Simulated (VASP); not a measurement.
Level of theory: r2SCAN meta-GGA, VASP's PBE PAW potentials (set 64) (plane waves; VASP 6.6.1).

Gaps are without spin-orbit coupling.

Question: Order these relaxed crystals by band gap, smallest first: CuI, P-3m1 (164); CsPbCl3, R32 (155); PbO, P4/nmm (129); CaPbF6, Fm-3m (225).

Answer: PbO, P4/nmm (129) (1.77 eV), CuI, P-3m1 (164) (2.13 eV), CsPbCl3, R32 (155) (2.53 eV), CaPbF6, Fm-3m (225) (4.41 eV)
